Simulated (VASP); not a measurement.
An input for Quantum ESPRESSO's pw.x (written as the equivalent of a VASP run, and not itself run):

```
&CONTROL
  calculation = 'vc-relax'
  pseudo_dir = './pseudo'
  outdir = './out'
  tprnfor = .true.
  tstress = .true.
  nstep = 40
  forc_conv_thr = 0.00078
/
&SYSTEM
  ibrav = 0
  nat = 6
  ntyp = 2
  ecutwfc = 86
  occupations = 'smearing'
  smearing = 'gaussian'
  degauss = 0.003675
  input_dft = 'pbe'
/
&ELECTRONS
  conv_thr = 7.3e-08
  electron_maxstep = 100
/
&IONS
/
&CELL
  press = 450
/
ATOMIC_SPECIES
  W 183.840 W.upf
  Se 78.971 Se.upf
CELL_PARAMETERS angstrom
     1.5492791   -2.6834263    0.0000000
     1.5492791    2.6834263    0.0000000
     0.0000000    0.0000000   11.6391219
ATOMIC_POSITIONS crystal
  W    0.3333330  0.6666670  0.2500000
  W    0.6666670  0.3333330  0.7500000
  Se   0.3333330  0.6666670  0.8965856
  Se   0.6666670  0.3333330  0.3965856
  Se   0.6666670  0.3333330  0.1034144
  Se   0.3333330  0.6666670  0.6034144
K_POINTS automatic
  8 8 2 0 0 0
```

Problem. Write the VASP files for the same calculation (PBE).

Solution. This is not unique; one that fits is 
**POSCAR**
```
WSe2
1.0
  1.5492791250  -2.6834262601   0.0000000000
  1.5492791250   2.6834262601   0.0000000000
  0.0000000000   0.0000000000  11.6391219465
W Se
2 4
Cartesian
  1.5492791250   0.8944772090   2.9097804866
  1.5492791250  -0.8944772090   8.7293414599
  1.5492791250   0.8944772090  10.4354687766
  1.5492791250  -0.8944772090   4.6159078033
  1.5492791250  -0.8944772090   1.2036531699
  1.5492791250   0.8944772090   7.0232141432
```

**KPOINTS**
```
Automatic
0
G
8 8 2
0 0 0
```

INCAR:
```
! general
SYSTEM  = WSe2
PREC    = Accurate
ENCUT   = 500
LREAL   = .FALSE.
LASPH   = .TRUE.

! electronic loop
EDIFF   = 1E-6
NELM    = 100
ALGO    = Normal
LMAXMIX = 6

! smearing
ISMEAR  = 0
SIGMA   = 0.05

! functional
GGA     = PE

! ions
IBRION  = 2
NSW     = 40
ISIF    = 3
EDIFFG  = -0.02
PSTRESS = 450

! output
LWAVE   = .FALSE.
LCHARG  = .FALSE.
```

POTCAR, in this order: W_sv Se (PBE.64 set). Program: vasp_std.

The two are equivalent in intent, not identical: the potentials are each code's own (VASP's PAW set, PseudoDojo norm-conserving files in pw.x), so ENCUT and ecutwfc are chosen apart and not converted; conv_thr bounds pw.x's estimated SCF error, while EDIFF bounds the energy change between steps; forc_conv_thr acts on force components and is met together with etot_conv_thr.

The compound is WSe2 in the 2H layered structure. This run relaxes it under an external pressure of 45 GPa. Symmetry was kept, so distortions that lower it aren't found.
